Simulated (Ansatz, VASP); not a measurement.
**Al2O3 (liquid Al2O3 at 2400 K): VASP beside Ansatz**

One calculation is typed for both programs; each brings its own data sets. How far apart do they land? The cell is taken from a series of runs on this material, whose earlier steps may have relaxed, scaled, displaced or heated it; both programs get it as it stands.

Method: plane waves, with VASP 6.6.1 beside it; single point at PBEsol, in Ansatz 0.2.0.

## Step 1: Starting point

The cell holds 135 atoms: 54 Al and 81 O. Cell: a = 11.608 Å, b = 11.608 Å, c = 11.608 Å, α = 90.0°, β = 90.0°, γ = 90.0°. As first built, before any earlier steps moved the atoms (in the runner's words): 135 atoms (54 Al, 81 O) placed at random at 2.92 g/cm^3, melted at 4500 K for 20 ps at fixed volume with the Morse and Coulomb pair potential with partial charges (Pedone, Malavasi, Menziani, Cormack and Segre, J. Phys. Chem. B 110, 11780 (2006)). Snapshot at the end of a hold of 20 ps at 2400 K and fixed volume. The density is a measured one.

## Step 2: Ansatz: single point, PBEsol

Ansatz runs on its default PAW (the set named soft_2) files.

A single point gives forces, pressure and levels at one fixed geometry, so differences don't come from the geometry; what else differs is listed under the comparison.

input.yaml

```yaml
crystal:
  lattice:
    - [11.6084, 0.0, 0.0]
    - [0.0, 11.6084, 0.0]
    - [0.0, 0.0, 11.6084]
  atoms:
    - { symbol: Al, position: [0.50275, 0.75108, 0.60812] }
    - { symbol: Al, position: [0.48869, 0.67459, 0.3955] }
    - { symbol: Al, position: [0.1696, 0.24091, 0.35542] }
    - { symbol: Al, position: [0.53437, 0.88052, 0.25471] }
    - { symbol: Al, position: [0.82714, 0.89014, 0.2744] }
    - { symbol: Al, position: [0.53585, 0.0794, 0.42795] }
    - { symbol: Al, position: [0.90404, 0.04496, 0.95058] }
    - { symbol: Al, position: [0.0618, 0.01912, 0.38152] }
    - { symbol: Al, position: [0.91907, 0.58441, 0.37566] }
    - { symbol: Al, position: [0.43562, 0.59324, 0.1954] }
    - { symbol: Al, position: [0.3796, 0.30011, 0.14834] }
    - { symbol: Al, position: [0.76384, 0.94553, 0.72176] }
    - { symbol: Al, position: [0.87979, 0.70141, 0.08141] }
    - { symbol: Al, position: [0.52086, 0.29574, 0.49978] }
    - { symbol: Al, position: [0.3309, 0.20559, 0.81544] }
    - { symbol: Al, position: [0.04948, 0.92285, 0.1272] }
    - { symbol: Al, position: [0.51783, 0.99155, 0.86181] }
    - { symbol: Al, position: [0.73571, 0.06206, 0.11067] }
    - { symbol: Al, position: [0.43985, 0.43451, 0.95553] }
    - { symbol: Al, position: [0.21331, 0.41388, 0.8094] }
    - { symbol: Al, position: [0.03284, 0.26984, 0.83109] }
    - { symbol: Al, position: [0.10765, 0.77965, 0.94181] }
    - { symbol: Al, position: [0.65455, 0.4771, 0.85412] }
    - { symbol: Al, position: [0.29258, 0.79119, 0.15883] }
    - { symbol: Al, position: [0.68592, 0.85414, 0.46779] }
    - { symbol: Al, position: [0.80056, 0.37455, 0.43534] }
    - { symbol: Al, position: [0.47286, 0.71711, 0.88602] }
    - { symbol: Al, position: [0.02793, 0.77662, 0.55259] }
    - { symbol: Al, position: [0.13064, 0.56551, 0.55532] }
    - { symbol: Al, position: [0.31375, 0.44336, 0.38996] }
[... 99 atom lines left out ...]
    - { symbol: O, position: [0.29906, 0.4863, 0.91665] }
    - { symbol: O, position: [0.12777, 0.98591, 0.24132] }
    - { symbol: O, position: [0.50724, 0.06271, 0.00619] }
    - { symbol: O, position: [0.33342, 0.94159, 0.14196] }
    - { symbol: O, position: [0.57952, 0.80066, 0.37515] }
    - { symbol: O, position: [0.05016, 0.98149, 0.97728] }
kpoints:
  mp_grid: { grid: [1, 1, 1] }
hamiltonian:
  xc: pbesol
scf:
  occupations: { method: fermi_dirac, width: 0.025 }
output:
  forces: true
  stress: true
  populations: true
  dos:
    method: { smearing: { sigma: 0.15 } }
    de: 0.1
    projected: { site_lists: { Al: [Al], O: [O] } }
  eigenvalues: true
  write_density: true
  write_potential: true
  volumetric_format: npy
```

The run is started by

```bash
$ ansatz run input.yaml --threads 4 --pin off --max-ram 8192MiB --backend cpu --events-out ev --progress --plain --runs-dir out
```

Numbers of over 12 decimals in the logs are rounded to 6 here.

Output:

```text
Engine: ansatz 0.2.0, x86_64-unknown-linux-gnu
Pseudopotentials: kind: paw
Pseudopotential: Al, paw, valence charge 3, recommended cutoff 420 eV (normal), Al.paw.azcp
Pseudopotential: O, paw, valence charge 6, recommended cutoff 420 eV (normal), O.paw.azcp
Functional definition: PBEsol
  exchange = pbesol_x
  correlation = pbesol_c
Crystal: 135 atoms, lattice volume = 1564.289 Å³
Basis set: ecut = 420 eV, 30647 PW (Γ), exchange–correlation on 160×160×160 points (8 copies of the dense FFT grid, shifted against one another)
Bands: 459, of which v1, the nominal top of the filled ones, is band 324 counted from 1 (323 counted from 0)
Symmetry: 1 space group operations
Space group: P1 (ITA 1), of the structure as read, at distance tolerance 1.2e-4 Å
k-points: 1
Non-local potential: Al, projectors of the file, l = 0: 2, l = 1: 2, l = 2: 1
Non-local potential: O, projectors of the file, l = 0: 2, l = 1: 2, l = 2: 1
PAW form: soft (Blöchl's): semilocal exchange-correlation on the pseudo side does not see the compensation charge
PAW frozen core: Al, regenerated for the run's functional, and the local potential with it (the file was generated under x = pbe(κ = 0.804, μ = 0.219515), c = pbe(β = 0.066725))
PAW frozen core: O, regenerated for the run's functional, and the local potential with it (the file was generated under x = pbe(κ = 0.804, μ = 0.219515), c = pbe(β = 0.066725))
PAW one-centre angular grid: Al, 110 points (default); XC on 64 Gauss nodes
PAW one-centre angular grid: O, 110 points (default); XC on 64 Gauss nodes
Initial density: superposition of atomic densities (neutral atoms: chi_scale 0, normalization atom), corrected by the library's trained network
Initial wavefunctions: pseudopotential atomic-orbital guess
Functional: x = pbesol(κ = 0.804, μ = 0.123457), c = pbesol(β = 0.046)
SCF iter   1: F=—  HF=-73930.855325 eV  |F-HF|=—  |Δ(HF+E_count)|=         —  Δρ=1.27e-2  dr2=2.04e0  ethr=1.77e-3  ⟨swp⟩=6.0  Hψ=2043  notcnv=0  defer=62
preconditioner: auto → Resta (q_TF=auto, 2.356 Å⁻¹)  ε∞=3.5  [insulator: Δε(μ)=2.829 eV  Ē_g=15.025 eV  σ=0.025 eV  W_gap=1.00  n_scr=340 (ndim 8)  ℏωp=23.9 eV  f_vac=0.062  D(μ)=0.00/eV (n_scr^D=0)  ε∞_Penn≈3.5]
SCF iter   2: F=—  HF=-73930.271255 eV  |F-HF|=—  |Δ(HF+E_count)|=   5.84e-1  Δρ=2.20e-3  dr2=4.42e-2  ethr=3.14e-4  ⟨swp⟩=2.0  Hψ=783  notcnv=0  defer=129
SCF iter   3: F=—  HF=-73930.270993 eV  |F-HF|=—  |Δ(HF+E_count)|=   2.62e-4  Δρ=9.82e-4  dr2=1.54e-2  ethr=6.83e-6  ⟨swp⟩=2.0  Hψ=610  notcnv=0  defer=129
SCF iter   4: F=—  HF=-73930.273891 eV  |F-HF|=—  |Δ(HF+E_count)|=   2.90e-3  Δρ=7.31e-4  dr2=6.63e-3  ethr=2.38e-6  ⟨swp⟩=2.0  Hψ=588  notcnv=0  defer=129
SCF iter   5: F=—  HF=-73930.272949 eV  |F-HF|=—  |Δ(HF+E_count)|=   9.42e-4  Δρ=1.13e-4  dr2=2.52e-4  ethr=1.02e-6  ⟨swp⟩=2.0  Hψ=586  notcnv=0  defer=129
SCF iter   6: F=—  HF=-73930.273120 eV  |F-HF|=—  |Δ(HF+E_count)|=   1.71e-4  Δρ=5.53e-5  dr2=4.12e-5  ethr=3.90e-8  ⟨swp⟩=2.0  Hψ=605  notcnv=0  defer=129
SCF iter   7: F=—  HF=-73930.272947 eV  |F-HF|=—  |Δ(HF+E_count)|=   1.74e-4  Δρ=2.14e-5  dr2=6.39e-6  ethr=6.35e-9  ⟨swp⟩=3.0  Hψ=783  notcnv=0  defer=129
SCF iter   8: F=—  HF=-73930.272952 eV  |F-HF|=—  |Δ(HF+E_count)|=   5.71e-6  Δρ=6.36e-6  dr2=8.74e-7  ethr=9.86e-10  ⟨swp⟩=2.0  Hψ=591  notcnv=0  defer=129
SCF iter   9: F=—  HF=-73930.272954 eV  |F-HF|=—  |Δ(HF+E_count)|=   1.55e-6  Δρ=5.13e-6  dr2=3.52e-7  ethr=1.35e-10  ⟨swp⟩=2.0  Hψ=603  notcnv=0  defer=129
SCF iter  10: F=-73930.272954 eV  HF=-73930.272954 eV  |F-HF|=3.99e-8  |Δ(HF+E_count)|=   7.92e-8  Δρ=1.25e-6  dr2=3.03e-8  ethr=1.54e-11  ⟨swp⟩=18.0  Hψ=4123  notcnv=0
SCF 1 converged in 10 iterations: F = -73930.272954 eV  dr2 = 3.03e-8
  greatest PAW one-centre occupation: 0.862 electrons in one spin orbital (limit 2), on the O atom at site 106 (counted from 0), in its partial waves of l = 0
SCF converged after 10 iterations
Free energy (F): -73930.272954 eV
Harris-Foulkes:  -73930.272954 eV  (|F-HF|=3.99e-8)
Internal energy: -73930.272954 eV  (E = F + TS)
E sigma→0 (E₀):  -73930.272954 eV
Fermi energy:    6.192163 eV
--- Per-component energies (eV) ---
  E_band       = -1379.813986
  E_kinetic    = 15692.473586
  E_local      = -37058.364796  (includes V_loc(G=0)·N_el)
  E_nonlocal   = 4424.853807
  E_hartree    = 13963.717157
  E_xc         = -8092.089730
  E_vxc        = -9231.258973  (∫ρ·V_xc dr)
  E_paw        = -36938.251504  (= ΣΔE_a)
  E_vpaw       = -3135.150717  (= ΣTr[D̂ρ^β])
  E_aug_tail   = 0.202563  (compensation charges beyond the density's cutoff)
  E_ewald      = -25926.705863
  E_core_change = 3.891828  (= ΣΔE_core)
  E_smearing   = -0.000000  (= −TS)
  E_closure    = -0.000000  (closes the sum)
  Σ components = -73930.272954   (vs F -73930.272954, Δ=0.00e0)
--- Forces (eV/Å), atoms counted from 1 ---
  atom   1  Al    -0.01299397    -0.00595407    -0.00341936
[...]
atom 118  O     -0.00311900    -0.00429272     0.00436553
  atom 119  O     -0.00198501    -0.00362793     0.00486264
  atom 120  O     -0.00152989     0.00359011     0.00294734
  atom 121  O      0.01287031     0.00823221     0.00681603
  atom 122  O     -0.00034122     0.00101260    -0.00721756
  atom 123  O     -0.01518164     0.00307560     0.00507457
  atom 124  O      0.00861300     0.00052257    -0.00274060
  atom 125  O     -0.00476742    -0.00456285    -0.00080346
  atom 126  O     -0.00476455     0.00667732     0.00313747
  atom 127  O     -0.00204279    -0.00320909    -0.00765749
  atom 128  O     -0.00130569    -0.00861420     0.00235467
  atom 129  O      0.00137191    -0.00199117    -0.01423682
  atom 130  O     -0.01072884     0.00630533    -0.00173769
  atom 131  O      0.00748904    -0.00329394     0.00204157
  atom 132  O     -0.00616977    -0.00120234    -0.00842973
  atom 133  O      0.00017909    -0.00151541    -0.00126821
  atom 134  O      0.00311450     0.00498830     0.00433908
  atom 135  O      0.00087132     0.00224191    -0.00374985
  max |Σ_I F_I| component: 4.07e-5 eV/Å
--- Stress (GPa, compression-positive) ---
       -5.759692      -1.709684      -0.586661
       -1.709675      -3.316270       1.119790
       -0.586654       1.119788      -5.767628
  P = ⅓ Tr σ = -4.9479 GPa (-49.479 kbar)
--- Band table (eV) ---
  k-point 0: bands = [... 320 lower, 4.3720, 4.4082, 4.4868, 4.7277, 7.6567, 9.0748, 9.3107, 9.4439, ... 131 higher]
--- Löwdin populations: 135 sites ---
  site symbol       q [e]
     0     Al      1.6470
     1     Al      1.6887
     2     Al      1.6834
     3     Al      1.6384
     4     Al      1.6833
     5     Al      1.6139
     6     Al      1.6890
     7     Al      1.7431
     8     Al      1.6838
     9     Al      1.6771
    10     Al      1.6805
    11     Al      1.6653
    12     Al      1.6927
    13     Al      1.6166
    14     Al      1.7163
    15     Al      1.6661
    16     Al      1.6981
    17     Al      1.7284
    18     Al      1.6862
    19     Al      1.6723
    20     Al      1.6680
    21     Al      1.6881
    22     Al      1.6148
    23     Al      1.7252
[...]
127      O      6.8108
   128      O      6.8334
   129      O      6.8219
   130      O      6.8052
   131      O      6.8034
   132      O      6.8097
   133      O      6.8427
   134      O      6.7964
  spilling = 0.008708 (of n_electrons = 648.000000)
```

## Step 3: VASP: single point, PBEsol

The same cell, functional, mesh and smearing now go to VASP, with its own data sets.

Lines of VASP's logs that name or quote its potential files are left out, and so is its time.

INCAR

```
SYSTEM = Al2O3
PREC = Accurate
ENCUT = 600
EDIFF = 1E-06
NELM = 120
ISMEAR = -1
SIGMA = 0.025
LREAL = Auto
ALGO = Normal
GGA = PS
NBANDS = 418
LORBIT = 11
LWAVE = .FALSE.
LCHARG = .FALSE.
ISIF = 2
LASPH = .TRUE.
GGA_COMPAT = .FALSE.
EFERMI = MIDGAP
```

POSCAR

```
Al2O3
1.0
   11.6084000000      0.0000000000      0.0000000000
    0.0000000000     11.6084000000      0.0000000000
    0.0000000000      0.0000000000     11.6084000000
Al O
54 81
Direct
    0.5027500000      0.7510800000      0.6081200000
    0.4886900000      0.6745900000      0.3955000000
    0.1696000000      0.2409100000      0.3554200000
    0.5343700000      0.8805200000      0.2547100000
    0.8271400000      0.8901400000      0.2744000000
    0.5358500000      0.0794000000      0.4279500000
    0.9040400000      0.0449600000      0.9505800000
    0.0618000000      0.0191200000      0.3815200000
    0.9190700000      0.5844100000      0.3756600000
    0.4356200000      0.5932400000      0.1954000000
    0.3796000000      0.3001100000      0.1483400000
    0.7638400000      0.9455300000      0.7217600000
    0.8797900000      0.7014100000      0.0814100000
    0.5208600000      0.2957400000      0.4997800000
    0.3309000000      0.2055900000      0.8154400000
    0.0494800000      0.9228500000      0.1272000000
    0.5178300000      0.9915500000      0.8618100000
    0.7357100000      0.0620600000      0.1106700000
    0.4398500000      0.4345100000      0.9555300000
    0.2133100000      0.4138800000      0.8094000000
    0.0328400000      0.2698400000      0.8310900000
    0.1076500000      0.7796500000      0.9418100000
    0.6545500000      0.4771000000      0.8541200000
    0.2925800000      0.7911900000      0.1588300000
    0.6859200000      0.8541400000      0.4677900000
    0.8005600000      0.3745500000      0.4353400000
    0.4728600000      0.7171100000      0.8860200000
    0.0279300000      0.7766200000      0.5525900000
    0.1306400000      0.5655100000      0.5553200000
    0.3137500000      0.4433600000      0.3899600000
[... 99 atom lines left out ...]
    0.2990600000      0.4863000000      0.9166500000
    0.1277700000      0.9859100000      0.2413200000
    0.5072400000      0.0627100000      0.0061900000
    0.3334200000      0.9415900000      0.1419600000
    0.5795200000      0.8006600000      0.3751500000
    0.0501600000      0.9814900000      0.9772800000
```

KPOINTS

```
Automatic mesh
0
Gamma
1 1 1
0 0 0
```

PAW data sets: Al and O (PBE family, release 64).

The run is started by

```bash
$ export OMP_NUM_THREADS=3
$ mpirun -np 1 vasp_gam
```

Output:

```text
[banner, memory and clock lines left out]
running    1 mpi-ranks, on    1 nodes
[...]
Offloading initialized ...    1 GPUs detected
[...]
|                                                                             |
|               ----> ADVICE to this user running VASP <----                  |
|                                                                             |
|     You enforced a specific xc type in the INCAR file but a different       |
|     [... a line on the potential file left out ...]
|     I HOPE YOU KNOW WHAT YOU ARE DOING!                                     |
|                                                                             |

 LDA part: xc-table for (Slater+PW92), standard interpolation
 POSCAR, INCAR and KPOINTS ok, starting setup
[...]
entering main loop
       N       E                     dE             d eps       ncg     rms          rms(c)
DAV:   1     0.590358892781E+04    0.59036E+04   -0.40520E+05   836   0.170E+03
DAV:   2    -0.606893283603E+03   -0.65105E+04   -0.62749E+04  1054   0.375E+02
DAV:   3    -0.114912883412E+04   -0.54224E+03   -0.53812E+03   976   0.113E+02
DAV:   4    -0.115996028920E+04   -0.10831E+02   -0.10788E+02   992   0.175E+01
[...]
DAV:  17    -0.102777075073E+04   -0.69399E-06   -0.10762E-04   984   0.217E-02    0.120E-02
DAV:  18    -0.102777075047E+04    0.25913E-06   -0.15356E-05   984   0.824E-03    0.692E-03
DAV:  19    -0.102777075112E+04   -0.64797E-06   -0.81009E-06   848   0.676E-03
   1 F= -.10277708E+04 E0= -.10277708E+04  d E =0.000000E+00
```

OUTCAR, selected parts (step 3):

```text
  FREE ENERGIE OF THE ION-ELECTRON SYSTEM (eV)
  ---------------------------------------------------
  free  energy   TOTEN  =     -1027.7707511215 eV

  energy  without entropy=    -1027.7707511215  energy(sigma->0) =    -1027.77075112

[... 1 further part left out ...]
```

The run ends at a pressure of -5.02 GPa, with forces up to 0.082 eV/Å.

## Step 4: Comparison

Known differences besides the potentials themselves: the cutoff is 420 eV in Ansatz and 600 eV in VASP (PREC = Accurate, projectors in real space); Ansatz makes its cores anew for this functional, VASP keeps those of its PBE data sets. Total energies have different zeros and are not compared.

Both answers:

```csv
quantity,Ansatz,VASP,difference
pressure (GPa),-4.95,-5.02,+0.07
gap on the k mesh (eV),2.929,2.919,+0.010
```

At this near-relaxed geometry the largest component of a force difference is 52 meV/Å. A gap on the mesh is an upper bound, since the band edges may lie between its points.

## Step 5: Results

```json
{"r.m.s. force difference (single point, PBEsol)": "16 meV/Å"}
```

What this shows: The r.m.s. force difference is 16 meV/Å (single point, PBEsol), beyond the 12 meV/Å picked in this series as the mark of a large difference. What causes the difference of the single point, PBEsol pair stays open here. How closely two codes agree says nothing of how well the functional describes the real material.

[Lines on the potential files, build, host, timing and source positions are cut from VASP's logs without a mark.]

[Logs are printed without paths, hosts, clocks, repeated set-up lines and the standing remarks that a program may print on its own settings, such as how far it seeks lower states.]

[Hosts, paths, dates, database ids (printed as entryN), source tags and the programs' standing remarks are cut or masked in the printed files.]
